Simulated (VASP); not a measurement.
Data:

```
CsI
1.0
    4.57000     0.00000     0.00000
    0.00000     4.57000     0.00000
    0.00000     0.00000     4.57000
Cs I
1 1
Direct
  0.00000   0.00000   0.00000
  0.50000   0.50000   0.50000
```

Method: vdW-DF2, VASP's PBE PAW potentials (set 64) (plane waves; VASP 6.6.1). Settings: 520 eV cut-off, 5×5×5 Γ-centred mesh, Gaussian smearing of 0.050 eV, potentials Cs_sv I.

Energy and stress use the plane-wave basis of the starting cell.

### Question
The ions, cell shape and volume are relaxed. Which structure does the run end with?

### Answer

```
CsI
1.0
    4.69531     0.00000     0.00000
    0.00000     4.69531     0.00000
    0.00000     0.00000     4.69531
Cs I
1 1
Direct
  0.00000   0.00000   0.00000
  0.50000   0.50000   0.50000
```
Space group Pm-3m (221), at a tolerance of 0.03 Å.

### Question
How do energy and volume change from the first to the last step?

### Answer
The energy (σ→0) changes by -14.2 meV/atom and the volume by +8.5 %, in 3 ionic steps.

```csv
step,E(σ→0) (eV),max force (eV/Å),pressure (GPa),volume (Å³)
1,-1.0687,0.000,1.23,95.44
2,-1.0940,0.000,0.37,100.61
3,-1.0972,0.000,-0.01,103.51
```

The compound is CsI in the CsCl type structure. This run relaxes it. Symmetry was kept, so distortions that lower it aren't found.
